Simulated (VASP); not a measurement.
```yaml
crystal:
  lattice:
    - [4.79093, 0.00000, 0.00000]
    - [0.00000, 4.79093, 0.00000]
    - [0.00000, 0.00000, 3.17831]
  atoms:
    - { symbol: Zn, position: [0.00000, 0.00000, 0.00000] }
    - { symbol: Zn, position: [0.50000, 0.50000, 0.50000] }
    - { symbol: F, position: [0.30415, 0.30415, 0.00000] }
    - { symbol: F, position: [0.80415, 0.19585, 0.50000] }
    - { symbol: F, position: [0.19585, 0.80415, 0.50000] }
    - { symbol: F, position: [0.69585, 0.69585, 0.00000] }
```

All values below come from PW91 GGA, VASP's PBE PAW potentials (set 64) (plane waves; VASP 6.6.1). Numerical set-up: 520 eV cut-off, 5×5×8 Γ-centred mesh, tetrahedra with Blöchl corrections, potentials Zn F.

Task: Predict the energy per atom (σ→0), band gap (on the k-mesh) with the smallest direct gap where there is one.

Result: 
```
Quantity                                     Result
-----------------------------------  --------------
band gap (on the k-mesh)                    3.48 eV
smallest direct gap (on the k-mesh)         3.48 eV
energy per atom (σ→0)                -3.920 eV/atom
```

The compound is ZnF2 in the rutile structure. It was relaxed first, which changed the volume by +6 %.
